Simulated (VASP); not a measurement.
A run of VASP 6.6.1:

File INCAR:

```
PREC = Accurate
ENCUT = 300
EDIFF = 1E-7
ISMEAR = 1
SIGMA = 0.1
LREAL = False
LASPH = True
NELM = 80
ALGO = Normal
ISIF = 4
LWAVE = False
LCHARG = False
GGA = PE
IBRION = 2
NSW = 40
EDIFFG = -0.01
```

Contents of KPOINTS:

```
regular mesh
0
Gamma
  6 6 3
```

Contents of POSCAR:

```
TiTe2                                   
1.0
    3.7637659047     -0.0000000000      0.0000000000
   -1.8818829524      3.2595168874     -0.0000000000
   -0.0000000000      0.0000000000      6.5570747653
  Ti              Te            
     1     2
Direct
     0.0000000000000000    1.0000000000000000    1.0000000000000000
     0.6666666667000030    0.3333333332999970    0.2572299828178191
     0.3333333332999970    0.6666666667000030    0.7427700171821809
```

Potentials or basis: VASP PAW PBE potentials, release 64 (Ti, Te).

Run with:

```bash
$ cat potpaw_PBE.64/Ti/POTCAR potpaw_PBE.64/Te/POTCAR > POTCAR
$ mpirun -np 1 vasp_std > vasp.out
```

Hardware: 1 thread of Intel(R) Xeon(R) Platinum 8488C (Sapphire Rapids), on a shared host.

Problem. How long does it take, and how much memory?

Solution. It took 45 s on 1 thread of Intel(R) Xeon(R) Platinum 8488C (Sapphire Rapids), on a shared host, peak memory 0.15 GiB. Counts: scf iterations 54, k points 17, ion steps 6.
